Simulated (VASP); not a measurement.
# NbSi2 with PBE: from relaxation to properties, part 5 of 5

What structure does NbSi2 take at this level, and what are its properties? The start is a cell from a database of measured crystal structures.

VASP 6.6.1; PBE; plane waves and PAW (Nb_sv, Si).

Still holding for the runs below: This run has no spin polarisation. Its electron count is odd, so without a moment it is a metal by construction. The k-mesh is coarse for a metal. Spin-orbit coupling is off here; it would split degenerate levels.

So far. Step 12 (Volume scan with PBE, volume scale 1.06): The pressure falls from -6.36 to -9.07 GPa. The parabola predicted -8.99 GPa, +0.08 GPa off. Step 14 (Fit for PBE): The fitted volume lies +0.20 % from the relaxed one. At a finite cutoff and mesh the minimum of the energy and the zero of the stress don't quite coincide, and the relaxation stops at a threshold. The relaxed cell has a = 4.819, c = 6.586 Å (conventional setting).

## (15) Bands along the symmetry lines (PBE), changed input

This step: PBE; plane waves and PAW (Nb_sv, Si) (VASP 6.6.1).

The mesh alone shows little of the dispersion and can miss band extrema, so KPOINTS_OPT adds a path through the symmetry points after the self-consistent cycle. Some settings are moved from the usual, to see what they do.

INCAR reads:

```
SYSTEM = NbSi2
PREC = Accurate
ENCUT = 400
EDIFF = 1E-06
NELM = 100
ISMEAR = 0
SIGMA = 0.05
LREAL = .FALSE.
ALGO = Normal
GGA = PE
NBANDS = 53
LASPH = .TRUE.
LORBIT = 11
LWAVE = .FALSE.
LCHARG = .FALSE.
KPAR = 8
ADDGRID = .TRUE.
```

POSCAR reads:

```
NbSi2
1.0
    4.8190904065      0.0000000000      0.0000000000
   -2.4095452033      4.1734547152      0.0000000000
    0.0000000000      0.0000000000      6.5855281306
Nb Si
3 6
Direct
    0.5000000000      0.0000000000      0.5000000000
    0.5000000000      0.5000000000      0.8333333333
    0.0000000000      0.5000000000      0.1666666667
    0.1587635004      0.3175270008      0.5000000000
    0.8412364996      0.1587635004      0.8333333333
    0.6824729992      0.8412364996      0.1666666667
    0.8412364996      0.6824729992      0.5000000000
    0.1587635004      0.8412364996      0.8333333333
    0.3175270008      0.1587635004      0.1666666667
```

KPOINTS reads:

```
Automatic mesh
0
Monkhorst-Pack
5 5 3
0 0 0
```

KPOINTS_OPT reads:

```
Line mode
12
Line-mode
Reciprocal
  0.00000000   0.00000000   0.00000000 GAMMA
  0.50000000   0.00000000   0.00000000 M

  0.50000000   0.00000000   0.00000000 M
  0.33333333   0.33333333   0.00000000 K

  0.33333333   0.33333333   0.00000000 K
  0.00000000   0.00000000   0.00000000 GAMMA

  0.00000000   0.00000000   0.00000000 GAMMA
  0.00000000   0.00000000   0.50000000 A

  0.00000000   0.00000000   0.50000000 A
  0.50000000   0.00000000   0.50000000 L

  0.50000000   0.00000000   0.50000000 L
  0.33333333   0.33333333   0.50000000 H

  0.33333333   0.33333333   0.50000000 H
  0.00000000   0.00000000   0.50000000 A

  0.50000000   0.00000000   0.50000000 L
  0.50000000   0.00000000   0.00000000 M

  0.33333333   0.33333333   0.00000000 K
  0.33333333   0.33333333   0.50000000 H
```

Potentials, in the order of the species: Nb_sv and Si (PBE family, release 64).

On the command line:

```
$ mpirun -np 8 vasp_std
```

The program printed:

```text
[... set-up lines as in an earlier step ...]
 entering main loop
       N       E                     dE             d eps       ncg     rms          rms(c)
DAV:   1     0.435714176501E+03    0.43571E+03   -0.26043E+04  1068   0.933E+02
DAV:   2    -0.328753419037E+02   -0.46859E+03   -0.44362E+03  1328   0.344E+02
DAV:   3    -0.680131273523E+02   -0.35138E+02   -0.34287E+02  1760   0.690E+01
DAV:   4    -0.706569738494E+02   -0.26438E+01   -0.26248E+01  1752   0.173E+01
DAV:   5    -0.707242282727E+02   -0.67254E-01   -0.67215E-01  1640   0.305E+00    0.170E+01
DAV:   6    -0.683376230683E+02    0.23866E+01   -0.62819E+00  1600   0.139E+01    0.603E+00
DAV:   7    -0.682140026590E+02    0.12362E+00   -0.90837E-01  1419   0.368E+00    0.357E+00
DAV:   8    -0.681799912234E+02    0.34011E-01   -0.11911E-01  1624   0.142E+00    0.806E-01
DAV:   9    -0.681796918728E+02    0.29935E-03   -0.13581E-02  1704   0.535E-01    0.428E-01
DAV:  10    -0.681797558176E+02   -0.63945E-04   -0.25995E-03  1448   0.302E-01    0.589E-02
DAV:  11    -0.681797221636E+02    0.33654E-04   -0.17587E-04  1771   0.708E-02    0.218E-02
DAV:  12    -0.681797183421E+02    0.38215E-05   -0.15038E-05  1568   0.246E-02    0.144E-02
DAV:  13    -0.681797167623E+02    0.15797E-05   -0.74068E-07   872   0.632E-03    0.367E-03
DAV:  14    -0.681797166615E+02    0.10077E-06   -0.36248E-07   752   0.298E-03
   1 F= -.68179717E+02 E0= -.68178498E+02  d E =-.243664E-02
 Start KPOINTS_OPT (optional k-point list driver)
k-point batch [1-10\108]
       N       E                     dE             ncg
DAV:   1     0.154083216301E+04   -0.35165E+04     1092
DAV:   2    -0.314090469526E+04   -0.46817E+04     1347
DAV:   3    -0.349465735420E+04   -0.35375E+03     1768
DAV:   4    -0.352069404865E+04   -0.26037E+02     1736
DAV:   5    -0.352138792578E+04   -0.69388E+00     1627
DAV:   6    -0.352139795213E+04   -0.10026E-01     1632
DAV:   7    -0.352139836809E+04   -0.41596E-03     1587
DAV:   8    -0.352139838075E+04   -0.12656E-04     1486
DAV:   9    -0.352139838136E+04   -0.61382E-06     1011
[...]
k-point batch [101-108\108]
       N       E                     dE             ncg
DAV:   1     0.446645303862E+04   -0.11130E+05      856
DAV:   2     0.649558380161E+03   -0.38169E+04     1033
DAV:   3     0.340556526649E+03   -0.30900E+03     1416
DAV:   4     0.322058970105E+03   -0.18498E+02     1336
DAV:   5     0.321297547961E+03   -0.76142E+00     1344
DAV:   6     0.321289724262E+03   -0.78237E-02     1246
DAV:   7     0.321289375385E+03   -0.34888E-03     1259
DAV:   8     0.321289365993E+03   -0.93920E-05     1190
DAV:   9     0.321289365604E+03   -0.38908E-06      814
```

The job ended after 49 s (8 MPI ranks of Intel Xeon 6975P-C (Granite Rapids), shared host; peak memory 2.9 GiB; 5.1 min of CPU time).

OUTCAR, selected parts (step 15):

```text
   NELECT =      63.0000    total number of electrons

 E-fermi :  11.2967

  Total       -0.0055914     -0.0055914      0.0412293      0.0000000     -0.0000000      0.0000000
  in kB       -0.0676368     -0.0676368      0.4987294      0.0000000     -0.0000000      0.0000000
  external PRESSURE =       0.1211519 kB  Pullay stress =       0.0000000 kB

 POSITION                                       TOTAL-FORCE (eV/Angst)
 -----------------------------------------------------------------------------------
      2.40955      0.00000      3.29276         0.000000     -0.000000     -0.000000
      1.20477      2.08673      5.48794         0.000000     -0.000000      0.000000
     -1.20477      2.08673      1.09759         0.000000     -0.000000      0.000000
     -0.00000      1.32518      3.29276         0.000000     -0.008418     -0.000000
      3.67145      0.66259      5.48794         0.007290     -0.004209     -0.000000
      1.26190      3.51086      1.09759         0.007290      0.004209     -0.000000
      2.40955      2.84827      3.29276        -0.000000      0.008418     -0.000000
     -1.26190      3.51086      5.48794        -0.007290      0.004209     -0.000000
      1.14764      0.66259      1.09759        -0.007290     -0.004209     -0.000000
 -----------------------------------------------------------------------------------
    total drift:                               -0.000000      0.000000      0.000001

  FREE ENERGIE OF THE ION-ELECTRON SYSTEM (eV)
  ---------------------------------------------------
  free  energy   TOTEN  =       -68.1797166615 eV

  energy  without entropy=      -68.1772800198  energy(sigma->0) =      -68.17849834

[... 17 parts as in an earlier step ...]

[... 1 further part left out ...]
```

This step gave:

| Quantity | Value |
| --- | --- |
| SCF cycles | 14 |
| bands | 53 |
| free energy (TOTEN) | -68.1797 eV |
| energy at zero smearing | -68.1785 eV |
| Fermi energy | 11.30 eV |
| pressure | 0.01212 GPa |

The electronic bands at the labelled points (eV, zero at the Fermi level; # counts the bands kept):

| point | #15 | #16 | #17 | #18 | #19 | #20 | #21 | #22 |
| --- | --- | --- | --- | --- | --- | --- | --- | --- |
| Γ | -2.14 | -1.90 | -1.90 | -1.02 | 0.82 | 3.16 | 3.25 | 3.30 |
| 0.45 of the way | -1.68 | -1.67 | -1.33 | -1.25 | 0.47 | 1.88 | 2.10 | 2.57 |
| M | -1.00 | -0.66 | -0.08 | 0.02 | 0.79 | 1.22 | 1.52 | 2.01 |
| 0.45 of the way | -1.20 | -0.96 | 0.03 | 0.18 | 0.66 | 1.46 | 1.82 | 2.05 |
| K | -1.52 | -1.52 | 0.37 | 0.37 | 0.45 | 2.07 | 2.07 | 2.14 |
| 0.55 of the way | -1.61 | -1.40 | -1.23 | -1.02 | 0.36 | 1.50 | 2.41 | 2.44 |
| Γ | -2.14 | -1.90 | -1.90 | -1.02 | 0.82 | 3.16 | 3.25 | 3.30 |
| 0.45 of the way | -1.80 | -1.71 | -1.11 | -0.96 | 1.22 | 2.84 | 3.14 | 3.32 |
| A | -1.56 | -1.37 | -1.37 | 1.01 | 1.01 | 2.73 | 2.73 | 3.21 |
| 0.45 of the way | -1.80 | -1.62 | -1.59 | 0.49 | 0.85 | 1.59 | 1.87 | 2.20 |
| L | -1.78 | -1.63 | -0.59 | -0.27 | 1.42 | 1.80 | 2.29 | 2.39 |
| 0.45 of the way | -1.37 | -0.65 | -0.43 | -0.31 | 1.23 | 1.84 | 2.14 | 2.32 |
| H | -0.72 | -0.72 | -0.13 | -0.13 | 0.83 | 2.01 | 2.14 | 2.14 |
| 0.45 of the way | -1.73 | -1.44 | -1.38 | 0.21 | 1.16 | 1.50 | 1.64 | 1.96 |
| A | -1.56 | -1.37 | -1.37 | 1.01 | 1.01 | 2.73 | 2.73 | 3.21 |
| jump to L | -1.78 | -1.63 | -0.59 | -0.27 | 1.42 | 1.80 | 2.29 | 2.39 |
| 0.45 of the way | -1.11 | -0.98 | -0.68 | -0.17 | 1.16 | 1.61 | 1.84 | 2.05 |
| M | -1.00 | -0.66 | -0.08 | 0.02 | 0.79 | 1.22 | 1.52 | 2.01 |
| jump to K | -1.52 | -1.52 | 0.37 | 0.37 | 0.45 | 2.07 | 2.07 | 2.14 |
| 0.45 of the way | -1.21 | -1.18 | 0.16 | 0.25 | 0.66 | 1.76 | 2.11 | 2.44 |
| H | -0.72 | -0.72 | -0.13 | -0.13 | 0.83 | 2.01 | 2.14 | 2.14 |

Of the projections kept (Nb, Si), the largest for each band there; the rest of the weight can lie on other orbitals:

| point | #15 | #16 | #17 | #18 | #19 | #20 | #21 | #22 |
| --- | --- | --- | --- | --- | --- | --- | --- | --- |
| Γ | Nb 0.58 | Nb 0.85 | Nb 0.85 | Nb 0.58 | Nb 1.00 | Nb 0.81 | Nb 0.51 | Nb 0.80 |
| M | Nb 0.85 | Nb 0.89 | Nb 0.95 | Nb 0.71 | Nb 0.95 | Nb 0.56 | Nb 0.52 | Si 0.57 |
| K | Nb 0.71 | Nb 0.71 | Nb 0.90 | Nb 0.90 | Nb 0.94 | Nb 0.67 | Nb 0.67 | Nb 0.94 |
| Γ | Nb 0.58 | Nb 0.85 | Nb 0.85 | Nb 0.58 | Nb 1.00 | Nb 0.81 | Nb 0.51 | Nb 0.80 |
| A | Si 0.67 | Nb 0.51 | Nb 0.51 | Nb 0.91 | Nb 0.91 | Si 0.77 | Si 0.77 | Nb 0.90 |
| L | Nb 0.73 | Si 0.56 | Nb 0.83 | Nb 0.78 | Nb 0.90 | Nb 0.86 | Nb 0.78 | Nb 0.71 |

Against the sound run “Band structure (PBE)”, the energy at zero smearing moves by +0.0 meV an atom, the pressure by -0.00 GPa and the Fermi level by +0.00 eV.

## (16) Outcome

| Property | Result |
| --- | --- |
| relaxed volume | 14.72 Å³/atom |
| relaxed conventional cell a, b, c | 4.819, 4.819, 6.586 Å; angles 90.0, 90.0, 120.0° |
| space group after relaxing, within 0.02 Å | P6_222 (No. 180) |
| band gap | none, a metal |
| DOS at the Fermi level | 3.63 states/eV/cell |
| bulk modulus from the fit | 176 GPa |
| volume from the fit | 14.7 Å³/atom |

**Reading.** With PBE, NbSi2 relaxes to 14.72 Å³/atom in space group P6_222 (held by the symmetry of the run), comes out as a metal and has a bulk modulus of 176 GPa at fixed shape and positions, an upper bound. Against the listed cell the volume lies +0.8 % (a +0.5 %, c -0.1 %). Band structure (PBE): Of the bands kept, 2 cross the Fermi level on this path. Bands along the symmetry lines (PBE), changed input: Of the bands kept, 2 cross the Fermi level on this path. Spin-orbit coupling is left out; it would split some degenerate bands. The k-sampling is coarse for a metal, so the Fermi level, pressures and the shape of the cell carry errors. With an odd electron count and no spin the cell is a metal by construction. No search among competing phases was made, and a listed structure need not be the one stable at ambient conditions. All values are for a static lattice at zero temperature.

[Lines on the potential files, build, host, timing and source positions are cut from VASP's logs without a mark.]

[Logs are printed without paths, hosts, clocks, repeated set-up lines and the standing remarks that a program may print on its own settings, such as how far it seeks lower states.]

[Hosts, paths, dates, database ids (printed as entryN), source tags and the programs' standing remarks are cut or masked in the printed files.]

[A measured line is paired with the nearest computed mode of its activity, which favours agreement.]
